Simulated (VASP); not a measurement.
The system is Cu.

```
Cu
1.0
     0.00000    1.82500    1.82500
     1.82500    0.00000    1.82500
     1.82500    1.82500    0.00000
Cu
1
Direct
  0.00000 0.00000 0.00000
```

```yaml
Program: VASP 6.6.1
Task: relaxation of cell and atoms
Functional: PBEsol
Potentials_or_basis: VASP PAW PBE potentials, release 64 (Cu)
Cutoff: 580 eV
k_mesh: 20 × 20 × 20
Occupations: gaussian, width 0.1 eV
Spin: no spin polarisation
```

At the start: pressure -9.3 GPa; volume 12.16 Å³/atom.

Q: How do energy, volume and symmetry change on relaxing?

A: Over 6 steps the energy falls by 24.6 meV/atom and the volume is 11.38 Å³/atom (-6.4 %); space group Fm-3m (No. 225, to 0.05 Å).

The path:
```
step  energy change (eV)  largest force (eV/Å)  pressure (GPa)  volume (Å³)
   1              0.0000                0.0000           -9.28        12.16
   2             -0.0166                0.0000            6.76        10.96
   3             -0.0246                0.0000            0.12        11.37
   4             -0.0246                0.0000           -0.20        11.38
   5             -0.0246                0.0000           -0.14        11.38
   6             -0.0246                0.0000           -0.05        11.38
```

Final structure:
```
CELL_PARAMETERS angstrom
0.00000 1.78525 1.78525
1.78525 0.00000 1.78525
1.78525 1.78525 0.00000
ATOMIC_POSITIONS crystal
Cu 0.00000 0.00000 0.00000
```

Caveat: the PAW data sets were made with another functional, which shifts forces and pressure a little.
